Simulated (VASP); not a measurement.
The input files of a VASP run:

### INCAR
```
! general
SYSTEM  = Mg2Ge
PREC    = Accurate
ENCUT   = 520   ! plane-wave cut-off (eV)
LREAL   = .FALSE.   ! projection in real space or not
LASPH   = .TRUE.   ! aspherical one-centre terms

! electronic loop
EDIFF   = 1E-7   ! SCF stop (eV)
NELM    = 100
ALGO    = Normal
LMAXMIX = 4   ! l cut-off of mixed one-centre charges

! smearing
ISMEAR  = 0
SIGMA   = 0.05

! functional
GGA     = PE   ! PBE
IVDW    = 11   ! D3, zero damping

! ions
ISIF    = 2   ! forces and stress, cell fixed

! output
LWAVE   = .FALSE.
LCHARG  = .FALSE.
```

KPOINTS:
```
Automatic mesh
0
Gamma
6 6 6
0 0 0
```

POSCAR:
```
Mg2Ge
4.5596930
  0.0000000000   0.7071068488   0.7071068488
  0.7071068488   0.0000000000   0.7071068488
  0.7071068488   0.7071068488   0.0000000000
Mg Ge
2 1
Direct
  0.2500000000   0.2500000000   0.2500000000
  0.7500000000   0.7500000000   0.7500000000
  0.0000000000   0.0000000000   0.0000000000
```

POTCAR, in this order: Mg Ge_d (PBE.64 set). Program: vasp_std.

**Question.** Write an equivalent input for Quantum ESPRESSO's pw.x.

**Answer.** One equivalent input (not run):
```
&CONTROL
  calculation = 'scf'
  pseudo_dir = './pseudo'
  outdir = './out'
  tprnfor = .true.
  tstress = .true.
/
&SYSTEM
  ibrav = 0
  nat = 3
  ntyp = 2
  ecutwfc = 84
  occupations = 'smearing'
  smearing = 'gaussian'
  degauss = 0.003675
  input_dft = 'pbe'
  vdw_corr = 'grimme-d3'
  dftd3_version = 3
  dftd3_threebody = .false.
/
&ELECTRONS
  conv_thr = 7.3e-09
  electron_maxstep = 100
/
ATOMIC_SPECIES
  Mg 24.305 Mg.upf
  Ge 72.630 Ge.upf
CELL_PARAMETERS angstrom
     0.0000000    3.2241901    3.2241901
     3.2241901    0.0000000    3.2241901
     3.2241901    3.2241901    0.0000000
ATOMIC_POSITIONS crystal
  Mg   0.2500000  0.2500000  0.2500000
  Mg   0.7500000  0.7500000  0.7500000
  Ge   0.0000000  0.0000000  0.0000000
K_POINTS automatic
  6 6 6 0 0 0
```
Limits of the translation: the potentials are each code's own (VASP's PAW set, PseudoDojo norm-conserving files in pw.x), so ENCUT and ecutwfc are chosen apart and not converted; conv_thr bounds pw.x's estimated SCF error, while EDIFF bounds the energy change between steps.

The compound is Mg2Ge in the antifluorite structure. This cell is one point of a volume scan, at 1.06 of the reference volume.
